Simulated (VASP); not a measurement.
A convergence study with VASP on CaO (rock salt): one setting is varied, all else stays as given below, so the limit is that of these other settings.

```
CaO
1.0
    0.00000     2.40500     2.40500
    2.40500     0.00000     2.40500
    2.40500     2.40500     0.00000
Ca O
1 1
Direct
  0.00000   0.00000   0.00000
  0.50000   0.50000   0.50000
```

The numbers are results of PBEsol GGA, VASP's PBE PAW potentials (set 64) (plane waves; VASP), not measurements. The tightest run used: 700 eV cut-off, 19×19×19 Γ-centred mesh, tetrahedra with Blöchl corrections, potentials Ca_sv O.

Gaps are read on the run's mesh, which can miss a band edge.

```tsv
setting	E (eV/atom)	pressure (GPa)	gap on the mesh (eV)	irreducible k-points
3×3×3 mesh	-6.6895	-2.19	4.002	4
4×4×4 mesh	-6.7036	-2.39	3.531	8
5×5×5 mesh	-6.7055	-2.43	3.722	10
```

Task: These are the cheaper rows. Estimate the results at 19×19×19 mesh, and how far the last row shown lies from them.

Result: 
```tsv
quantity	tightest run	last row shown is off by
E (eV/atom)	-6.7059	0.0004
pressure (GPa)	-2.44	0.01
gap on the mesh (eV)	3.551	0.171
```

Left out are rungs that failed or repeat a setting and relaxations that didn't move; long series are thinned to 24 rows.

The compound is CaO in the rock salt structure. The cell was not relaxed at this level.
